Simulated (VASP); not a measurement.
```
Ca
1.0
    0.00000     2.84580     2.84580
    2.84580     0.00000     2.84580
    2.84580     2.84580     0.00000
Ca
1
Direct
  0.00000   0.00000   0.00000
```

The base run (VASP): PBE GGA, plane waves, VASP's PBE PAW potentials (set 64). Numerical set-up: 400 eV cut-off, 10×10×10 Γ-centred mesh, first-order Methfessel-Paxton smearing of 0.10 eV, potentials Ca_sv.

One setting is varied; ΔE counts from the base run. The base run took about 20 core-seconds. The timings are rough (shared machines, no repeats); factors under 2 mean little.

| setting | cost over the base run | electronic steps | ΔE (meV/atom) |
|---|---|---|---|
| base run | reference | 10 | 0.0 |
| AMIX = 0.6, BMIX = 1.0, IMIX = 4 | within a factor of 2 | 10 | 0.0 |
| AMIX = 0.6, BMIX = 0.0001, IMIX = 1 | within a factor of 2 | 12 | 0.0 |
| AMIX = 0.6, BMIX = 3.0, IMIX = 4 | within a factor of 2 | 14 | 0.0 |
| AMIX = 0.1, BMIX = 1.0, IMIX = 4 | within a factor of 2 | 13 | 0.0 |
| AMIX = 0.2, BMIX = 3.0, IMIX = 1 | … | … | 0.0 |

**Question.** Complete the blanks.

**Answer.** 
- AMIX = 0.2, BMIX = 3.0, IMIX = 1, cost over the base run: about 4 times
- AMIX = 0.2, BMIX = 3.0, IMIX = 1, electronic steps: 45

Left out are runs that failed, have no time on record or changed the cell.

The compound is Ca in the fcc structure. The cell was not relaxed at this level.
